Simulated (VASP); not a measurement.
Calculation: PBEsol GGA, VASP's PBE PAW potentials (set 64) (plane waves; VASP 6.6.1).

Input for VASP

### POSCAR
```
PdB
1
    0.0000000000     2.3671118967     2.3671118967
    2.3671118967     0.0000000000     2.3671118967
    2.3671118967     2.3671118967     0.0000000000
Pd B
1 1
Direct
  0.0000000000   0.0000000000   0.0000000000
  0.2500000000   0.2500000000   0.2500000000
```

INCAR:
```
# general
SYSTEM   =  PdB
PREC     =  Accurate
ENCUT    =  520
LREAL    =  .False.
LASPH    =  .True.
ICHARG   =  11   # fixed density

# electronic loop
EDIFF    =  1E-7   # SCF stop (eV)
NELM     =  100   # most electronic steps
ALGO     =  Normal
LMAXMIX  =  4   # l cut-off of mixed one-centre charges

# smearing
ISMEAR   =  0   # Gaussian
SIGMA    =  0.05   # width (eV)

# functional
GGA      =  PS   # PBEsol

# output
LWAVE    =  .False.
LCHARG   =  .False.
LORBIT   =  11
```

KPOINTS:
```
k-points along high-symmetry lines
15
Line-mode
Reciprocal
  0.000000   0.000000   0.000000 ! GAMMA
 -0.500000  -0.500000   0.000000 ! X

 -0.500000  -0.500000   0.000000 ! X
 -0.375000  -0.375000   0.250000 ! U

 -0.375000   0.000000   0.375000 ! K
  0.000000   0.000000   0.000000 ! GAMMA

  0.000000   0.000000   0.000000 ! GAMMA
  0.000000   0.000000   0.500000 ! L

  0.000000   0.000000   0.500000 ! L
 -0.500000  -0.250000   0.250000 ! W

 -0.500000  -0.250000   0.250000 ! W
 -0.500000  -0.500000   0.000000 ! X
```

POTCAR, in this order: Pd B (PBE.64 set). Program: vasp_std. Read from the step before: CHGCAR.

Output

File OUTCAR:
```
 ion  position               nearest neighbor table
   1  0.000  0.000  0.000-   2 2.05   2 2.05   2 2.05   2 2.05
   2  0.250  0.250  0.250-   1 2.05   1 2.05   1 2.05   1 2.05
  LATTYP: Found a face centered cubic cell.
 ALAT       =     4.7342237934
 Subroutine PRICEL returns:
 Original cell was already a primitive cell.
 Subroutine GETGRP returns: Found 24 space group operations
The static configuration has the point symmetry T_d .
The dynamic configuration has the point symmetry T_d .
 Subroutine INISYM returns: Found 24 space group operations
   k-points           NKPTS =     90   k-points in BZ     NKDIM =     90   number of bands    NBANDS=     10
   number of dos      NEDOS =    301   number of ions     NIONS =      2
   total plane-waves  NPLWV =  21952
   dimension x,y,z NGX =    28 NGY =   28 NGZ =   28
   dimension x,y,z NGXF=    56 NGYF=   56 NGZF=   56
   ions per type =               1   1
   PREC   = accura    normal or accurate (medium, high low for compatibility)
   ISTART =      0    job   : 0-new  1-cont  2-samecut
   ICHARG =     11    charge: 1-file 2-atom 10-const
   ISPIN  =      1    spin polarized calculation?
   LNONCOLLINEAR =      F non collinear calculations
   LSORBIT =      F    spin-orbit coupling
   INIWAV =      1    electr: 0-lowe 1-rand  2-diag
   ENCUT  =  520.0 eV  38.22 Ry    6.18 a.u.   6.22  6.22  6.22*2*pi/ulx,y,z
...
```

File OSZICAR:
```
       N       E                     dE             d eps       ncg     rms          rms(c)
DAV:   1     0.527399721105E+02    0.52740E+02   -0.61465E+03  1808   0.112E+03
DAV:   2    -0.108589584324E+02   -0.63599E+02   -0.60353E+02  1930   0.225E+02
DAV:   3    -0.120069589043E+02   -0.11480E+01   -0.11348E+01  2008   0.323E+01
DAV:   4    -0.120175804515E+02   -0.10622E-01   -0.10620E-01  2066   0.316E+00
DAV:   5    -0.120178239055E+02   -0.24345E-03   -0.24345E-03  2048   0.484E-01
DAV:   6    -0.120178317146E+02   -0.78091E-05   -0.78084E-05  2192   0.781E-02
DAV:   7    -0.120178319263E+02   -0.21164E-06   -0.21204E-06  1886   0.117E-02
DAV:   8    -0.120178319341E+02   -0.78564E-08   -0.74567E-08  1504   0.208E-03
   1 F= -.12017832E+02 E0= -.12017161E+02  d E =-.134089E-02
```

File OUTCAR:
```
 val. band max:        6.8026974525   @ k =  -0.5000  -0.4643   0.0357

 cond. band min:       6.8118642245   @ k =   0.0000   0.0000   0.3929



 k-point     1 :       0.0000    0.0000    0.0000
  band No.  band energies     occupation
      1      -3.1411      2.00000
      2       1.3007      2.00000
      3       1.3007      2.00000
      4       1.3007      2.00000
      5       3.4573      2.00000
      6       3.4573      2.00000
      7      13.7865      0.00000
      8      13.7865      0.00000
      9      13.7865      0.00000
     10      15.1467      0.00000

 k-point     2 :      -0.0357   -0.0357    0.0000
  band No.  band energies     occupation
      1      -3.1103      2.00000
      2       1.2885      2.00000
      3       1.3160      2.00000
      4       1.3160      2.00000
      5       3.4417      2.00000
      6       3.4640      2.00000
      7      13.7067      0.00000
      8      13.7067      0.00000
      9      13.7379      0.00000
     10      15.2038      0.00000

 k-point     3 :      -0.0714   -0.0714    0.0000
  band No.  band energies     occupation
      1      -3.0187      2.00000
      2       1.2531      2.00000
      3       1.3618      2.00000
      4       1.3618      2.00000
      5       3.3963      2.00000
      6       3.4838      2.00000
      7      13.4748      0.00000
      8      13.4748      0.00000
      9      13.6048      0.00000
     10      15.3523      0.00000

 k-point     4 :      -0.1071   -0.1071    0.0000
  band No.  band energies     occupation
      1      -2.8689      2.00000
      2       1.1973      2.00000
      3       1.4379      2.00000
      4       1.4379      2.00000
      5       3.3259      2.00000
      6       3.5159      2.00000
      7      13.1110      0.00000
      8      13.1110      0.00000
      9      13.4032      0.00000
     10      15.5458      0.00000

 k-point     5 :      -0.1429   -0.1429    0.0000
  band No.  band energies     occupation
...
```

The density is held fixed in this step, so its total energy and stress have no physical meaning.

The structure was generated: PdB was put into the zinc blende type (F-43m), which need not be its known phase. It was relaxed first, which changed the volume by -22 %. The electron count is odd and the run is not spin-polarised, which forces a metal.
